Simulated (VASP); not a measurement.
Data:

```xyz
1
Lattice="0.0000 2.1061 2.1061 2.1061 0.0000 2.1061 2.1061 2.1061 0.0000" Properties=species:S:1:pos:R:3 pbc="T T T"
Ag     0.0000     0.0000     0.0000
```

The numbers are results of RPBE GGA, VASP's PBE PAW potentials (set 64) (plane waves; VASP), not measurements. Numerical set-up: 520 eV cut-off, Gaussian smearing of 0.050 eV, potentials Ag.

Give the energies of bands 1 to 7 at the high-symmetry points, in eV from the Fermi level.

| band | Γ | X | U | L | W |
|---|---|---|---|---|---|
| 1 | -7.16 | -5.96 | -5.60 | -5.93 | -5.32 |
| 2 | -4.59 | -5.86 | -5.23 | -4.60 | -4.80 |
| 3 | -4.59 | -3.07 | -3.95 | -4.60 | -4.80 |
| 4 | -4.59 | -2.87 | -3.52 | -3.04 | -3.70 |
| 5 | -3.72 | -2.87 | -3.10 | -3.04 | -2.87 |
| 6 | -3.72 | 1.65 | 4.02 | -0.20 | 5.58 |
| 7 | 15.71 | 6.02 | 4.87 | 3.08 | 5.58 |

It has no gap at this level: it comes out as a metal or semimetal.

The compound is Ag in the fcc structure. It was relaxed first, which changed the volume by +9 %.
